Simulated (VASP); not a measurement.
Here is the system:

```yaml
crystal:
  lattice:
    - [-1.66862, 1.66862, 1.66862]
    - [1.66862, -1.66862, 1.66862]
    - [1.66862, 1.66862, -1.66862]
  atoms:
    - { symbol: Ta, position: [0.00000, 0.00000, 0.00000] }
```

Computed with RPBE GGA, VASP's PBE PAW potentials (set 64) (plane waves; VASP). Run with 520 eV cut-off, Gaussian smearing of 0.050 eV, potentials Ta_pv.

Question: Give the energies of bands 4 to 8 at the high-symmetry points, in eV from the Fermi level.

Answer: 
| band | Γ | H | N | P |
|---|---|---|---|---|
| 4 | -7.78 | -3.60 | -4.22 | -1.20 |
| 5 | 0.76 | -3.60 | -1.43 | -1.20 |
| 6 | 0.76 | 6.60 | 1.43 | -1.20 |
| 7 | 0.76 | 6.60 | 3.79 | 4.94 |
| 8 | 3.93 | 6.60 | 4.78 | 4.94 |

It has no gap at this level: it comes out as a metal or semimetal.

The compound is Ta in the bcc structure. It was relaxed first.
